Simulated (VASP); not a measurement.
Input of a VASP 6.6.1 run:

Contents of INCAR:

```
PREC = Accurate
ENCUT = 520
EDIFF = 1E-6
ISMEAR = 0
SIGMA = 0.1
LREAL = False
LASPH = True
NELM = 100
ALGO = Fast
ISIF = 2
LWAVE = False
LCHARG = True
GGA = PE
LELF = True
LVHAR = True
NBANDS = 31
```

The input KPOINTS:

```
Automatic mesh
0
Gamma
  12 12 6
```

Contents of POSCAR:

```
Ca3Os2
1.0
    4.8666260394      0.0000000000      0.0000000000
   -2.4333130197      4.2146217808      0.0000000000
    0.0000000000      0.0000000000      6.0038475987
Ca Os
3 2
Direct
    0.0000000000      0.0000000000      0.0000000000
    0.3333333333      0.6666666667      0.3718261425
    0.6666666667      0.3333333333      0.6281738575
    0.3333333333      0.6666666667      0.9269989800
    0.6666666667      0.3333333333      0.0730010200
```

Potentials or basis: VASP PAW PBE potentials, release 64 (Ca_sv, Os).

The run is started by

```sh
$ cat potpaw_PBE.64/Ca_sv/POTCAR potpaw_PBE.64/Os/POTCAR > POTCAR
$ mpirun -np 1 vasp_std > vasp.out
```

(1) What does it give for the band gap on the k mesh?

(2) What does it give for the pressure?

## Answers

(1) none (metal or under the smearing width).

(2) 0.1 GPa.
